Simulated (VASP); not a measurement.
Input:

```
CELL_PARAMETERS angstrom
      7.10241     0.00000     0.00000
      0.00000     3.90245     0.00000
      0.00000     0.00000     5.40959
ATOMIC_POSITIONS crystal
  Zr 0.17646 0.25000 0.63069
  Zr 0.82354 0.75000 0.36931
  Zr 0.32354 0.75000 0.13069
  Zr 0.67646 0.25000 0.86931
  Ge 0.04819 0.25000 0.15239
  Ge 0.95181 0.75000 0.84761
  Ge 0.45181 0.75000 0.65239
  Ge 0.54819 0.25000 0.34761
```

Level of theory: r2SCAN meta-GGA, VASP's PBE PAW potentials (set 64) (plane waves; VASP). Settings: 400 eV cut-off, 5×9×7 Γ-centred mesh, tetrahedra with Blöchl corrections, potentials Zr_sv Ge_d.

The cores are frozen, which limits the accuracy of field gradients.

Q: Give the principal components of the electric field gradient (V/Å²) and the asymmetry η at each nucleus.

A: 
```
atom   Vxx   Vyy    Vzz     η
----  ----  ----  -----  ----
Zr1   13.5   2.2  -15.7  0.72
Zr2   13.5   2.2  -15.7  0.72
Zr3   13.5   2.2  -15.7  0.72
Zr4   13.5   2.2  -15.7  0.72
Ge5   53.1  11.2  -64.4  0.65
Ge6   53.1  11.2  -64.4  0.65
Ge7   53.1  11.2  -64.4  0.65
Ge8   53.1  11.2  -64.4  0.65
```

The structure comes from a computed database's ZrGe entry (Pnma); how it stands against other phases isn't given here. It was relaxed first.
